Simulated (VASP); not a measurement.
Energy against volume of SiC (wurtzite). Calculation: PBEsol GGA, VASP's PBE PAW potentials (set 64) (plane waves; VASP). Numerical set-up: 520 eV cut-off, 8×8×5 Γ-centred mesh, Gaussian smearing of 0.050 eV, potentials Si C.

Shape and ions are relaxed at each volume.

```tsv
V (Å³/atom)	E (eV/atom)
9.735	-7.92648
10.046	-7.94835
10.356	-7.95522
10.667	-7.94917
```

Q: Fit these four points and predict the energy of the run at 10.978 Å³/atom.

A: A cubic in V^(−2/3), the third-order Birch-Murnaghan form, passes through the four points with V0 = 10.36 Å³/atom and B0 = 222 GPa, and gives -7.9319 eV/atom there. The run gave -7.9319 eV/atom, -0.0 meV/atom from the fit; all five points give B0 = 222 GPa.

The compound is SiC in the wurtzite structure, the rare 2H polytype. It was relaxed first.
